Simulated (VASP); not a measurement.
Energy against volume of BaZrO3 (cubic perovskite). Method: LDA (Ceperley-Alder, Perdew-Zunger), VASP's LDA PAW potentials (set 64) (plane waves; VASP). Numerical set-up: 520 eV cut-off, 5×5×5 Γ-centred mesh, Gaussian smearing of 0.050 eV, potentials Ba_sv Zr_sv O.

```tsv
V (Å³/atom)	E (eV/atom)
13.964	-9.14024
14.396	-9.14798
14.828	-9.14154
15.260	-9.12311
```

Question: Fit these four points and predict the energy of the run at 13.532 Å³/atom.

Answer: A cubic in V^(−2/3), the third-order Birch-Murnaghan form, passes through the four points with V0 = 14.40 Å³/atom and B0 = 174 GPa, and gives -9.1158 eV/atom there. The run gave -9.1159 eV/atom, -0.1 meV/atom from the fit; all five points give B0 = 174 GPa.

The compound is BaZrO3 in the cubic perovskite structure. It was relaxed first.
